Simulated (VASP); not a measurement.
# Al3Si2F (P1) in VASP: relaxation of cell and atoms with PBE

Aim: the relaxation of cell and atoms of Al3Si2F with PBE.

Program: VASP 6.6.1. These are calculated values, not measurements. Logs are shortened: lines on timing, memory, paths and dates and some standing lists are left out, and cuts for length are marked.

### Step 1. The crystal as given

The typed cell holds 12 atoms: a = 6.730 Å, b = 6.537 Å, c = 13.416 Å, α = 142.23°, β = 144.02°, γ = 52.48°.

The cell was built by a generator and needn't be a form met in nature.

### Step 2. Relaxation of cell and atoms, PBE

Contents of INCAR:

```
SYSTEM = Al3Si2F
  PREC = Normal
  ENCUT = 520
  EDIFF = 1E-5
  ISMEAR = 0
  SIGMA = 0.15
  LREAL = Auto
  LASPH = .TRUE.
  NELM = 80
  ALGO = Fast
  ISIF = 3
  LWAVE = .FALSE.
  LCHARG = .FALSE.
  GGA = PE
  IBRION = 2
  NSW = 110
  EDIFFG = -0.03
  ISYM = 0
  KPAR = 8
```

Contents of KPOINTS:

```
Automatic mesh
0
G
  6 6 6
  0 0 0
```

Contents of POSCAR:

```
Al3Si2F
1.0
   -2.2074728200      2.0934763400      6.0025899500
    2.0100304000     -1.9849473600      5.8950439100
    4.5574233500      4.1123724200    -11.9288860900
Al Si F
6 4 2
Direct
    0.7367659200      0.2349240700      0.2400077700
    0.7741109500      0.2430376000      0.7532639000
    0.4966224500      0.9894121100      0.2668002600
    0.4803877700      0.9891898800      0.7565976100
    0.0270840800      0.5132069100      0.2498158100
    0.0265950700      0.5184903900      0.7549083500
    0.6259372400      0.6410998700      0.0051551100
    0.6325550600      0.6335635900      0.4987161200
    0.3616684500      0.3647672300      0.0011264900
    0.3512071800      0.3624302300      0.4931657900
    0.0167662900      0.0069450400      0.0061165400
    0.0075688200      0.0011014200      0.5023923100
```

Potentials or basis: VASP PAW PBE potentials, release 64 (Al, Si, F).

The run is started by

```sh
cat potpaw_PBE.64/Al/POTCAR potpaw_PBE.64/Si/POTCAR potpaw_PBE.64/F/POTCAR > POTCAR
mpirun -np 8 vasp_std > vasp.out
```

OUTCAR:

```text
SYSTEM = Al3Si2F
   PREC = Normal
   ENCUT = 520
   EDIFF = 1E-5
   ISMEAR = 0
   LREAL = Auto
   LASPH = .TRUE.
   NELM = 80
   ISIF = 3
   GGA = PE
   IBRION = 2
   NSW = 110
   EDIFFG = -0.03
   ISYM = 0

 ion  position               nearest neighbor table
   1  0.737  0.235  0.240-   7 2.44   9 2.44  10 2.51   8 2.60   3 3.21   5 3.27
   2  0.774  0.243  0.753-   9 2.39   8 2.51  10 2.53   7 2.75   6 3.12   4 3.30
   3  0.497  0.989  0.267-  12 2.04  11 2.14  10 2.51   9 2.54   8 2.76   7 2.86   5 2.94   6 3.00
                             5 3.02   6 3.15   1 3.21
   4  0.480  0.989  0.757-  12 2.08  11 2.14  10 2.55   9 2.56   7 2.75   6 2.90   8 2.92   5 3.03
                             6 3.04   5 3.12   2 3.30
   5  0.027  0.513  0.250-  11 2.11  12 2.19   7 2.45   8 2.47  10 2.71   9 2.85   3 2.94   3 3.02
                             4 3.03   4 3.12   1 3.27
   6  0.027  0.518  0.755-  12 2.15  11 2.16   7 2.44   8 2.51   9 2.73  10 2.86   4 2.90   3 3.00
                             4 3.04   2 3.12   3 3.15
   7  0.626  0.641  0.005-   1 2.44   6 2.44   5 2.45   4 2.75   2 2.75   3 2.86
   8  0.633  0.634  0.499-   5 2.47   2 2.51   6 2.51   1 2.60   3 2.76   4 2.92
   9  0.362  0.365  0.001-   2 2.39   1 2.44   3 2.54   4 2.56   6 2.73   5 2.85
  10  0.351  0.362  0.493-   3 2.51   1 2.51   2 2.53   4 2.55   5 2.71   6 2.86
  11  0.017  0.007  0.006-   5 2.11   3 2.14   4 2.14   6 2.16
  12  0.008  0.001  0.502-   3 2.04   4 2.08   6 2.15   5 2.19

IMPORTANT INFORMATION: All symmetrisations will be switched off!
NOSYMM: (Re-)initialisation of all symmetry stuff for point group C_1.

----------------------------------------------------------------------------------------

                                     Primitive cell

  volume of cell :     211.6041

  direct lattice vectors                    reciprocal lattice vectors
    -2.207472820  2.093476340  6.002589950    -0.002667269  0.240277141  0.081814279
     2.010030400 -1.984947360  5.895043910     0.234672768 -0.004837579  0.087988871
     4.557423350  4.112372420-11.928886090     0.114628956  0.118516297  0.000821186

  length of vectors
     6.729536800  6.536955020 13.415663899     0.253838127  0.250672599  0.164883548

  position of ions in fractional coordinates (direct lattice)
     0.736765920  0.234924070  0.240007770
     0.774110950  0.243037600  0.753263900
     0.496622450  0.989412110  0.266800260
     0.480387770  0.989189880  0.756597610
     0.027084080  0.513206910  0.249815810
     0.026595070  0.518490390  0.754908350
     0.625937240  0.641099870  0.005155110
     0.632555060  0.633563590  0.498716120
     0.361668450  0.364767230  0.001126490
[... 116 lines left out ...]
   LHFCALC =     F    Hartree Fock is set to
   AEXX    =    0.0000 exact exchange contribution
   IVDW    =     0    specifies the selected vdW correction
   LEPSILON=     F    determine dielectric tensor
   LRPA    =     F    only Hartree local field effects (RPA)
 conjugate gradient relaxation of ions
 non-spin polarized calculation
 RMM-DIIS sequential band-by-band and
 Gauss-broadening in eV      SIGMA  =   0.15
  energy-cutoff  :      520.00
  volume of cell :      211.60
 maximum number of plane-waves:      5724
   NGX = 25   NGY = 25   NGZ = 49

--------------------------------------- Ionic step        1  -------------------------------------------

 number of electron      48.0000006 magnetization

 Free energy of the ion-electron system (eV)
  ---------------------------------------------------
  ext. energy  EPLUGINS =         0.00000000
  ---------------------------------------------------
  free energy    TOTEN  =       -52.05641113 eV

  energy without entropy =      -52.02590003  energy(sigma->0) =      -52.04115558

------------------------ aborting loop because EDIFF is reached ----------------------------------------

  FORCE on cell =-STRESS in cart. coord.  units (eV):
  Direction    XX          YY          ZZ          XY          YZ          ZX
  --------------------------------------------------------------------------------------
  -------------------------------------------------------------------------------------
  Total       -0.1831539      5.5525581      3.2342938     -2.4280015      0.6065541      1.5840309
  in kB       -1.3867644     42.0416316     24.4887106    -18.3838052      4.5925722     11.9936147
  external PRESSURE =      21.7145259 kB  Pullay stress =       0.0000000 kB
[... 119 lines left out ...]
  FREE ENERGIE OF THE ION-ELECTRON SYSTEM (eV)
  ---------------------------------------------------
  free  energy   TOTEN  =       -52.3100257935 eV

  energy  without entropy=      -52.2779300835  energy(sigma->0) =      -52.29397794

[... ionic steps 4 to 48 ...]

--------------------------------------- Ionic step       49  -------------------------------------------

 number of electron      48.0000009 magnetization

------------------------ aborting loop because EDIFF is reached ----------------------------------------
[... 87 lines left out ...]
--------------------------------------- Ionic step       51  -------------------------------------------

 number of electron      48.0000013 magnetization

 Free energy of the ion-electron system (eV)
  ---------------------------------------------------
  ext. energy  EPLUGINS =         0.00000000
  ---------------------------------------------------
  free energy    TOTEN  =       -52.96884845 eV

  energy without entropy =      -52.95430927  energy(sigma->0) =      -52.96157886

 E-fermi :   5.6751     XC(G=0):  -9.3501

 val. band max:        5.6572185824   @ k =  -0.0000   0.1667   0.1667
 cond. band min:       5.6949272615   @ k =  -0.1667   0.0000   0.1667
 fundamental gap:      0.0377086791
 Fermi energy:         5.6751183290

 k-point     1 :       0.0000    0.0000    0.0000
  band No.  band energies     occupation
      1     -20.5057      2.00000
      2     -20.4813      2.00000
      3      -4.5785      2.00000
      4      -4.2170      2.00000
      5      -3.5836      2.00000
      6      -2.7410      2.00000
[... 805 lines left out ...]
     30       8.0410      0.00000
     31       8.7995      0.00000

 [... further k-points ...]

------------------------ aborting loop because EDIFF is reached ----------------------------------------

  FORCE on cell =-STRESS in cart. coord.  units (eV):
  Direction    XX          YY          ZZ          XY          YZ          ZX
  --------------------------------------------------------------------------------------
  -------------------------------------------------------------------------------------
  Total        0.0973724      0.0318359      0.0692954      0.0394115     -0.0437517     -0.0361244
  in kB        0.7034204      0.2299833      0.5005916      0.2847097     -0.3160630     -0.2609637
  external PRESSURE =       0.4779984 kB  Pullay stress =       0.0000000 kB
[... 27 lines left out ...]
  FREE ENERGIE OF THE ION-ELECTRON SYSTEM (eV)
  ---------------------------------------------------
  free  energy   TOTEN  =       -52.9688484480 eV

  energy  without entropy=      -52.9543092688  energy(sigma->0) =      -52.96157886

 reached required accuracy - stopping structural energy minimisation
```

CONTCAR:

```text
Al3Si2F
   1.00000000000000
    -2.6200883908738590    2.6001923100643882    6.5748257606070499
     1.7378175673587957   -1.7420517924232684    5.9463648969896736
     4.9902319773242230    3.2601119717848634  -12.5138003965516287
  Al              Si              F
     6     4     2
Direct
     0.7306539656105748    0.2246362998284530    0.2290049122479001
     0.7295257575599858    0.2286191339938201    0.7296863184459417
     0.5242603239578055    0.0306602796304219    0.3219292255444626
     0.5222633660272311    0.0279718061741672    0.8215947344679948
     0.1211117463502492    0.6085312170480648    0.3205251722684669
     0.1195328162601699    0.6069679437795962    0.8204397977795805
     0.6599647168963483    0.5682179499182897    0.9746843584444845
     0.6630802496824222    0.5715159381625234    0.4765783002001472
     0.2924395897078796    0.3789364737240148    0.9778776906866370
     0.2911555687114052    0.3767933461501261    0.4754270809827699
     0.9405605164746291    0.9362436382697992    0.9401284644497022
     0.9427206627613094    0.9390743133207157    0.4401900044818987

  0.00000000E+00  0.00000000E+00  0.00000000E+00
  0.00000000E+00  0.00000000E+00  0.00000000E+00
  0.00000000E+00  0.00000000E+00  0.00000000E+00
  0.00000000E+00  0.00000000E+00  0.00000000E+00
  0.00000000E+00  0.00000000E+00  0.00000000E+00
  0.00000000E+00  0.00000000E+00  0.00000000E+00
  0.00000000E+00  0.00000000E+00  0.00000000E+00
  0.00000000E+00  0.00000000E+00  0.00000000E+00
  0.00000000E+00  0.00000000E+00  0.00000000E+00
  0.00000000E+00  0.00000000E+00  0.00000000E+00
  0.00000000E+00  0.00000000E+00  0.00000000E+00
  0.00000000E+00  0.00000000E+00  0.00000000E+00
```

Run time: 39 min. Hardware: 8 MPI ranks of Intel Xeon Platinum 8488C (Sapphire Rapids), shared host; peak memory 0.7 GiB.

Results:

- Free energy: -52.9688 eV
- Relaxed volume: 18.48 Å³/atom
- Relaxed cell: a = 7.540 Å, b = 6.435 Å, c = 13.861 Å, α = 143.19°, β = 146.22°, γ = 51.79°
- Space group after relaxing (to 0.05 Å): P2_1 (No. 4)
- Energy gained by relaxing: 76.0 meV/atom
- Ionic steps: 51
- Pressure after relaxing: 0.0 GPa
- Largest force after relaxing: 0.023 eV/Å
- Band gap on the k mesh: none (metal or under the smearing width)

Forces in eV/Å, atoms in the order of the input:
```
Al   0.006  0.000  0.012
Al  -0.016  0.011  0.003
Al  -0.018  0.001 -0.006
Al  -0.014 -0.005  0.017
Al  -0.011  0.002 -0.006
Al   0.002 -0.012 -0.002
Si   0.008  0.009  0.009
Si   0.018 -0.001 -0.009
Si  -0.007 -0.004  0.002
Si   0.004  0.003 -0.007
F    0.017 -0.001  0.006
F    0.012 -0.005 -0.019
```

The path:
| step | energy change (eV) | largest force (eV/Å) | pressure (GPa) | volume (Å³) |
| --- | --- | --- | --- | --- |
| 1 | 0.0000 | 1.1209 | 2.17 | 211.60 |
| 3 | -0.2536 | 0.4075 | -1.33 | 220.70 |
| 5 | -0.3082 | 0.1962 | 0.19 | 216.14 |
| 7 | -0.3213 | 0.1580 | -0.05 | 216.87 |
| 9 | -0.3302 | 0.1248 | -0.02 | 216.80 |
| 11 | -0.3431 | 0.1641 | 0.04 | 217.11 |
| 13 | -0.3436 | 0.3769 | 0.37 | 218.09 |
| 15 | -0.3668 | 0.2209 | 0.03 | 218.11 |
| 17 | -0.3755 | 0.8628 | -0.32 | 222.56 |
| 19 | -0.4091 | 0.4348 | -0.21 | 220.72 |
| 21 | -0.4863 | 0.5097 | -0.31 | 222.46 |
| 23 | -0.5690 | 0.2782 | -0.12 | 221.42 |
| 25 | -0.6322 | 0.3387 | 0.10 | 220.65 |
| 27 | -0.7541 | 0.2871 | -0.31 | 221.21 |
| 29 | -0.7981 | 0.2254 | 0.51 | 219.09 |
| 31 | -0.8238 | 0.1660 | -0.06 | 221.16 |
| 33 | -0.8434 | 0.2062 | -0.11 | 221.76 |
| 35 | -0.8490 | 0.3224 | 0.06 | 221.69 |
| 37 | -0.8713 | 0.2489 | -0.22 | 222.25 |
| 39 | -0.8852 | 0.1662 | 0.45 | 220.37 |
| 41 | -0.8966 | 0.1526 | -0.25 | 222.49 |
| 43 | -0.9056 | 0.0980 | 0.10 | 221.80 |
| 45 | -0.9089 | 0.0841 | -0.08 | 222.30 |
| 47 | -0.9109 | 0.0535 | 0.01 | 221.99 |
| 49 | -0.9118 | 0.0509 | -0.03 | 222.00 |
| 51 | -0.9124 | 0.0228 | 0.05 | 221.78 |

Final structure:
```
Al Si F
1.0
    -2.62009    2.60019    6.57483
     1.73782   -1.74205    5.94636
     4.99023    3.26011  -12.51380
Al Si F
6 4 2
Direct
  0.73065 0.22464 0.22900
  0.72953 0.22862 0.72969
  0.52426 0.03066 0.32193
  0.52226 0.02797 0.82159
  0.12111 0.60853 0.32053
  0.11953 0.60697 0.82044
  0.65996 0.56822 0.97468
  0.66308 0.57152 0.47658
  0.29244 0.37894 0.97788
  0.29116 0.37679 0.47543
  0.94056 0.93624 0.94013
  0.94272 0.93907 0.44019
```
